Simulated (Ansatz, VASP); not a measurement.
# Cross-check of Pd3PbC between VASP and Ansatz

Wanted: the spread between two codes on one cell, functional and k mesh. The cell is taken from a series of runs on this material, whose earlier steps may have relaxed, scaled, displaced or heated it; both programs get it as it stands.

Calculated with Ansatz 0.2.0; plane waves, with VASP 6.6.1 beside it; relaxation of cell and atoms at PBEsol.

## 1. The structure

It takes space group P4mm (No. 99, tetragonal). The conventional cell has a = 4.221 Å, b = 4.221 Å, c = 4.221 Å, α = 90.00°, β = 90.00°, γ = 90.00°. Nearest to Pd lie 2 C at 2.11 Å and 8 Pd at 2.96 to 3.00 Å and 4 Pb at 2.98 to 2.99 Å. Pd has 2 C at 2.09 to 2.13 Å and 8 Pd at 2.96 to 3.00 Å and 4 Pb at 2.98 Å nearest. Nearest to Pb lie 12 Pd at 2.98 to 2.99 Å. Nearest to C lie 6 Pd at 2.09 to 2.13 Å. Farther neighbours are not listed.

As a file:

```cif
data_structure
_symmetry_space_group_name_H-M 'P4mm'
_symmetry_Int_Tables_number 99
_cell_length_a 4.2209
_cell_length_b 4.2209
_cell_length_c 4.2209
_cell_angle_alpha 90.000
_cell_angle_beta 90.000
_cell_angle_gamma 90.000
_cell_volume 75.20
loop_
_atom_site_label
_atom_site_type_symbol
_atom_site_symmetry_multiplicity
_atom_site_Wyckoff_symbol
_atom_site_fract_x
_atom_site_fract_y
_atom_site_fract_z
_atom_site_occupancy
Pd1 Pd 2 c 0.50000 0.00000 0.49786 1
Pd2 Pd 1 b 0.50000 0.50000 0.00465 1
Pb1 Pb 1 a 0.00000 0.00000 0.99926 1
C1 C 1 b 0.50000 0.50000 0.50948 1
```

## 2. Ansatz: relaxation of cell and atoms, PBEsol, pair 1

Ansatz runs on its PAW soft_1 files.

The relaxed volume is the usual yardstick between codes: in a stiff, nearly cubic crystal its relative difference is about their pressure difference at one cell divided by the bulk modulus.

input.yaml reads:

```yaml
crystal:
  lattice:
    - [4.2208841651, 0.0, 0.0]
    - [0.0, 4.2208841651, 0.0]
    - [0.0, 0.0, 4.2208841651]
  atoms:
    - { symbol: Pd, position: [0.0, 0.4978595275, 0.5] }
    - { symbol: Pd, position: [0.5, 0.4978595275, 0.0] }
    - { symbol: Pd, position: [0.5, 0.0046501068, 0.5] }
    - { symbol: Pb, position: [0.0, -0.0007389512, 0.0] }
    - { symbol: C, position: [0.5, 0.5094766875, 0.5] }
kpoints:
  mp_grid: { grid: [8, 8, 8] }
hamiltonian:
  xc: pbesol
  pseudopotentials: { kind: paw, azcp: { folder: soft_1 }, xc_functional: pbe }
scf:
  occupations: { method: methfessel_paxton, width: 0.2 }
output:
  forces: true
  stress: true
  eigenvalues: true
relax:
  adjacent_minimum: "off"
  f_tol: 0.002
  max_steps: 120
  cell: { stress_tol: 0.03 }
```

Started as:

```
$ ansatz run input.yaml --threads 4 --pin off --max-ram 10240MiB --backend cpu --events-out ev --progress --plain --runs-dir out
```

Numbers of over 12 decimals in the logs are rounded to 6 here.

The program printed:

```text
Engine: ansatz 0.2.0, aarch64-unknown-linux-gnu
Pseudopotentials: kind: paw
Pseudopotential: Pd, paw, valence charge 18, recommended cutoff 420 eV (normal), soft_1/Pd.paw.azcp
Pseudopotential: Pb, paw, valence charge 14, recommended cutoff 420 eV (normal), soft_1/Pb.paw.azcp
Pseudopotential: C, paw, valence charge 4, recommended cutoff 420 eV (normal), soft_1/C.paw.azcp
Functional definition: PBEsol
  exchange = pbesol_x
  correlation = pbesol_c
Crystal: 5 atoms, lattice volume = 75.199 Å³
Basis set: ecut = 420 eV, 1419 PW (Γ), exchange–correlation on 60×60×60 points (8 copies of the dense FFT grid, shifted against one another)
Bands: 44, of which v1, the nominal top of the filled ones, is band 36 counted from 1 (35 counted from 0)
Symmetry: 8 space group operations
Space group: P4mm (ITA 99), of the structure as read, at distance tolerance 4.2e-5 Å
k-points: 75 of 512 (time reversal used)
Non-local potential: Pd, projectors of the file, l = 0: 2, l = 1: 2, l = 2: 2, l = 3: 1
Non-local potential: Pb, projectors of the file, l = 0: 2, l = 1: 2, l = 2: 2, l = 3: 1
Non-local potential: C, projectors of the file, l = 0: 2, l = 1: 2, l = 2: 1
PAW form: soft (Blöchl's): semilocal exchange-correlation on the pseudo side does not see the compensation charge
PAW frozen core: Pd, regenerated for the run's functional, and the local potential with it (the file was generated under x = pbe(κ = 0.804, μ = 0.219515), c = pbe(β = 0.066725))
PAW frozen core: Pb, regenerated for the run's functional, and the local potential with it (the file was generated under x = pbe(κ = 0.804, μ = 0.219515), c = pbe(β = 0.066725))
PAW frozen core: C, regenerated for the run's functional, and the local potential with it (the file was generated under x = pbe(κ = 0.804, μ = 0.219515), c = pbe(β = 0.066725))
PAW one-centre angular grid: Pd, 590 points (default); XC on 64 Gauss nodes
PAW one-centre angular grid: Pb, 590 points (default); XC on 64 Gauss nodes
PAW one-centre angular grid: C, 110 points (default); XC on 64 Gauss nodes
Initial density: superposition of atomic densities (chi_scale 0.1, normalization cell, long waves kept (reshape's long-wave potential 0.00 eV rms))
Initial wavefunctions: pseudopotential atomic-orbital guess
Functional: x = pbesol(κ = 0.804, μ = 0.123457), c = pbesol(β = 0.046)
SCF iter   1: F=—  HF=-32728.993423 eV  |F-HF|=—  |Δ(HF+E_count)|=         —  Δρ=1.73e-1  dr2=2.82e1  ethr=3.10e-3  ⟨swp⟩=6.5  Hψ=13315  notcnv=0
preconditioner: auto → Kerker (q_TF=auto, 2.709 Å⁻¹)  [metal: Δε(μ)=0.003 eV  Ē_g=11.089 eV  σ=0.200 eV  W_gap=0.01  n_scr=26 (ndim 8)  ℏωp=29.7 eV  f_vac=0.000  D(μ)=7.40/eV (n_scr^D=92)]
SCF iter   2: F=—  HF=-32724.619345 eV  |F-HF|=—  |Δ(HF+E_count)|=    4.37e0  S|Δr|=    0.00e0  Δρ=8.13e-2  dr2=6.71e0  ethr=3.10e-3  ⟨swp⟩=2.1  Hψ=6757  notcnv=0  defer=152
SCF iter   3: F=—  HF=-32723.205591 eV  |F-HF|=—  |Δ(HF+E_count)|=    1.41e0  S|Δr|=    0.00e0  Δρ=1.47e-2  dr2=2.00e-1  ethr=3.10e-3  ⟨swp⟩=2.0  Hψ=5419  notcnv=0  defer=157
SCF iter   4: F=—  HF=-32723.169841 eV  |F-HF|=—  |Δ(HF+E_count)|=   3.58e-2  S|Δr|=    0.00e0  Δρ=2.99e-3  dr2=3.96e-3  ethr=2.78e-4  ⟨swp⟩=1.3  Hψ=3975  notcnv=0  defer=157
SCF iter   5: F=—  HF=-32723.170065 eV  |F-HF|=—  |Δ(HF+E_count)|=   2.24e-4  S|Δr|=    0.00e0  Δρ=5.22e-4  dr2=2.75e-4  ethr=5.50e-6  ⟨swp⟩=2.2  Hψ=4810  notcnv=0  defer=157
SCF iter   6: F=—  HF=-32723.170056 eV  |F-HF|=—  |Δ(HF+E_count)|=   8.68e-6  S|Δr|=    0.00e0  Δρ=1.57e-4  dr2=3.26e-5  ethr=3.82e-7  ⟨swp⟩=2.0  Hψ=4264  notcnv=0  defer=157
SCF iter   7: F=—  HF=-32723.170111 eV  |F-HF|=—  |Δ(HF+E_count)|=   5.49e-5  S|Δr|=    0.00e0  Δρ=4.18e-5  dr2=2.80e-6  ethr=4.53e-8  ⟨swp⟩=2.3  Hψ=4552  notcnv=0  defer=157
SCF iter   8: F=-32723.170111 eV  HF=-32723.170111 eV  |F-HF|=5.99e-9  |Δ(HF+E_count)|=   6.71e-7  S|Δr|=    0.00e0  Δρ=8.84e-6  dr2=4.13e-8  ethr=1.39e-10  ⟨swp⟩=10.7  Hψ=16968  notcnv=0
SCF 1 converged in 8 iterations: F = -32723.170111 eV  dr2 = 4.13e-8
  greatest PAW one-centre occupation: 0.999 electrons in one spin orbital (limit 2), on the Pd atom at site 2 (counted from 0), in its partial waves of l = 0
relax step   1: F+E_penalty+E_count = -32723.17011050 eV  Δ(F+E_penalty+E_count) = +0.000e0 eV  max|allowed force component| = 8.591e-3 eV/Å  Δτ_max = 0.0000 Å  P = +0.008 GPa  Ω = 75.199 Å³  (8 SCF iters, dr2 threshold 1.00e-7 eV, accepted)
[...]
relax step   7: F+E_penalty+E_count = -32723.17018499 eV  Δ(F+E_penalty+E_count) = -7.073e-6 eV  max|allowed force component| = 1.487e-3 eV/Å  Δτ_max = 0.0039 Å  P = +0.046 GPa  Ω = 75.186 Å³  energy of the carried Pulay correction = +6.170e-6 eV  (7 SCF iters, rejected (line search))
[...]
relax step   8: F+E_penalty+E_count = -32723.17017447 eV  Δ(F+E_penalty+E_count) = +3.446e-6 eV  max|allowed force component| = 1.177e-3 eV/Å  Δτ_max = 0.0019 Å  P = -0.020 GPa  Ω = 75.215 Å³  energy of the carried Pulay correction = -8.096e-6 eV  (7 SCF iters, accepted)
[...]
relax step   9: F+E_penalty+E_count = -32723.17020189 eV  Δ(F+E_penalty+E_count) = -2.742e-5 eV  max|allowed force component| = 1.165e-3 eV/Å  Δτ_max = 0.0000 Å  P = -0.020 GPa  Ω = 75.215 Å³  stress off target by 2.02e-2 GPa  SCF on the basis re-selected at this cell (its energy is not comparable with the rows above)  (4 SCF iters)
basis re-selected at this cell: Δ(F+E_penalty+E_count) = -2.742e-5 eV, ΔP = -0.000 GPa vs the last step (what re-selecting the basis moved, of the pressure what is left beyond the Pulay correction that the steps carried, after the strain that the cell walked since its last selection, with what the two solves' SCF thresholds leave and, on support functions, any second-order correction that the steps lacked; it is no m [...]
SCF converged after 4 iterations
Stability not checked: this state was not tested for a lower state beside it, because cold or Methfessel-Paxton smearing, or corrected tetrahedra, fill the levels in a way that the test cannot read (fill_not_monotonic; see scf.lower_state_search)
Free energy (F): -32723.170202 eV
Harris-Foulkes:  -32723.170202 eV  (|F-HF|=1.09e-11)
Internal energy: -32723.175102 eV  (E = F + TS)
E sigma→0 (E₀):  -32723.171427 eV
Entropy (-TS):   0.004900 eV (0.980 meV/atom)
Fermi energy:    17.340033 eV
--- Per-component energies (eV) ---
  E_band       = -480.281654
  E_kinetic    = 1725.039233
  E_local      = -7171.049024  (includes V_loc(G=0)·N_el)
  E_nonlocal   = 1452.195299
  E_hartree    = 2898.338869
  E_xc         = -663.721631
  E_vxc        = -720.143209  (∫ρ·V_xc dr)
  E_paw        = -21577.864761  (= ΣΔE_a)
  E_vpaw       = -1563.002380  (= ΣTr[D̂ρ^β])
  E_aug_tail   = 0.000647  (compensation charges beyond the density's cutoff)
  E_ewald      = -9387.104580
  E_core_change = 0.990846  (= ΣΔE_core)
  E_smearing   = 0.004900  (= −TS)
  E_closure    = -0.000000  (closes the sum)
  Σ components = -32723.170202   (vs F -32723.170202, Δ=0.00e0)
--- Forces (eV/Å), atoms counted from 1 ---
  atom   1  Pd    -0.00000000     0.00011345     0.00000000
  atom   2  Pd     0.00000000     0.00011345     0.00000000
  atom   3  Pd     0.00000000    -0.00116471    -0.00000000
  atom   4  Pb     0.00000000     0.00020534    -0.00000000
  atom   5  C     -0.00000000     0.00073269     0.00000000
  max |Σ_I F_I| component: 2.21e-7 eV/Å
--- Stress (GPa, compression-positive) ---
       -0.020248       0.000000       0.000000
        0.000000      -0.019239       0.000000
        0.000000       0.000000      -0.020248
  P = ⅓ Tr σ = -0.0199 GPa (-0.199 kbar)
--- Band table (eV; the first three rows and the last of 75) ---
  k-point 0: bands = [... 32 lower, 16.1994, 16.1994, 16.2079, 16.2104, 17.7903, 18.8986, 18.9277, 18.9277, ... 4 higher]
  k-point 1: bands = [... 32 lower, 16.1276, 16.1950, 16.3799, 16.3984, 17.5694, 19.1166, 19.1489, 19.3047, ... 4 higher]
  k-point 2: bands = [... 32 lower, 15.8964, 16.1960, 16.8120, 16.8368, 17.6375, 19.5929, 19.6854, 19.7015, ... 4 higher]
  k-point 74: bands = [... 32 lower, 15.3293, 16.0782, 16.0841, 16.0841, 16.3951, 18.9030, 18.9106, 18.9106, ... 4 higher]
--- Relaxed structure (8 steps of the walk, 6 accepted, 1 SCFs on fresh bases) ---
  F+E_penalty+E_count = -32723.17020189 eV   max|allowed force component| = 1.165e-3 eV/Å   (the final SCF, on the basis selected at the relaxed cell)
  cell:  # Å, volume = 75.2150 Å³
    - [4.217767, 0, 0]
    - [0, 4.228042, 0.0]
    - [0, 0.0, 4.217767]
  atoms:
    - { symbol: Pd, position: [0, 0.495878, 0.5] }
    - { symbol: Pd, position: [0.5, 0.495878, 0] }
    - { symbol: Pd, position: [0.5, 0.006359, 0.5] }
    - { symbol: Pb, position: [0, -0.00227265, 0] }
    - { symbol: C, position: [0.5, 0.513265, 0.5] }
```

In the SCF lines HF is the Harris–Foulkes energy and dr2 the Hartree energy of the density residual, in eV; the loop may stop once dr2 is under the threshold and the program's other checks hold. Hψ counts applications of the Hamiltonian.

[end of part 1 of 2]

[Lines on the potential files, build, host, timing and source positions are cut from VASP's logs without a mark.]

[Logs are printed without paths, hosts, clocks, repeated set-up lines and the standing remarks that a program may print on its own settings, such as how far it seeks lower states.]

[Hosts, paths, dates, database ids (printed as entryN), source tags and the programs' standing remarks are cut or masked in the printed files.]
